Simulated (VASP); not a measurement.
```
KZnF3
1.0
    4.03715     0.00000     0.00000
    0.00000     4.03715     0.00000
    0.00000     0.00000     4.03715
K Zn F
1 1 3
Cartesian
  0.00000   0.00000   0.00000
  2.01858   2.01858   2.01858
  2.01858   0.00000   2.01858
  0.00000   2.01858   2.01858
  2.01858   2.01858   0.00000
```

The numbers are results of PW91 GGA, VASP's PBE PAW potentials (set 64) (plane waves; VASP), not measurements. Run with 520 eV cut-off, 6×6×6 Γ-centred mesh, Gaussian smearing of 0.050 eV, potentials K_sv Zn F.

Predict the energy per atom (σ→0), pressure, band gap (on the k-mesh) with the smallest direct gap where there is one.

The band gap (on the k-mesh) is 3.85 eV. The smallest direct gap (on the k-mesh) comes out as 5.75 eV and the energy per atom (σ→0) comes out as -4.097 eV/atom. The pressure is 50.0 kbar.

The absolute energy has meaning only against runs of the same code, potentials and settings.

The compound is KZnF3 in the cubic perovskite structure. This cell is one point of a volume scan, at 0.94 of the reference volume.
